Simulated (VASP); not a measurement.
Wanted: the native input for a VASP 6.6.1 run.

| Property | Result |
| --- | --- |
| Task | single point |
| Functional | PBE |
| Dispersion | D3(BJ) |
| Potentials or basis | VASP PAW PBE potentials, release 64 (O, H, S) |
| Cutoff | 520 eV |
| k mesh | 1 × 1 × 1 |
| Occupations | fermi-dirac, width 0.05 eV |
| Spin | no spin polarisation |
| Dipole correction | no |
| Further INCAR settings | LREAL = Auto; ALGO = Fast; EDIFF = 1e-06; NBANDS = 33 |

The structure of H10SO4 lies in POSCAR:

```
H10SO4
1.0
    5.2414830000      0.0000000000      0.0000000000
    0.0000000000      5.2414830000      0.0000000000
    0.0000000000      0.0000000000      5.2414830000
O H S
4 10 1
Direct
    1.1066524493      0.1307645184      0.7832897674
    0.7527640555      1.1783497151      0.1464661814
    0.3886304697      0.8432346342      0.1267198615
    0.4259672310      0.5431096505      0.7339907427
    1.2227455474      0.0421827181      0.8912744733
    0.9626474034      0.1747787792      0.8919613018
    0.5962053106      1.0744669018      0.1090531058
    0.8233356857      1.0572007960      0.2656118507
    0.2235054468      0.8498167408      0.2139661619
    0.3672815499      0.6888126891      0.0054183139
    0.3454175087      0.3649921215      0.7228488579
    0.6091787382      0.5251376376      0.6767359543
    0.8962158229      0.5021479608      0.3352104738
    1.1404215181      0.6634191125      0.5982848747
    0.9133102216      0.7201778581      0.4691611134
```

The cell was built by a generator and needn't be a form met in nature.

These files were run (other wordings do the same):

INCAR

```
SYSTEM = H10SO4
PREC = Accurate
ENCUT = 520
EDIFF = 1E-6
ISMEAR = -1
SIGMA = 0.05
LREAL = Auto
LASPH = .TRUE.
NELM = 60
ALGO = Fast
ISIF = 2
LWAVE = .FALSE.
LCHARG = .TRUE.
GGA = PE
IVDW = 12
LELF = .TRUE.
LVHAR = .TRUE.
NBANDS = 33
```

KPOINTS

```
regular mesh
0
G
  1 1 1
  0 0 0
```

Potentials or basis: VASP PAW PBE potentials, release 64 (O, H, S).

Run with:

```sh
$ cat potpaw_PBE.64/O/POTCAR potpaw_PBE.64/H/POTCAR potpaw_PBE.64/S/POTCAR > POTCAR
$ mpirun -np 1 vasp_gam > vasp.out
```

Results of the run:

| Item | Value |
| --- | --- |
| Pressure | 2.0 GPa |
| Largest force | 2.268 eV/Å |
| Band gap on the k mesh | 4.75 eV, direct |
| Dispersion energy per atom | -0.049 eV |

Wall time 10 s on 1 thread of Intel(R) Xeon(R) 6975P-C (Granite Rapids), with other jobs on the host, peak memory 0.23 GiB.
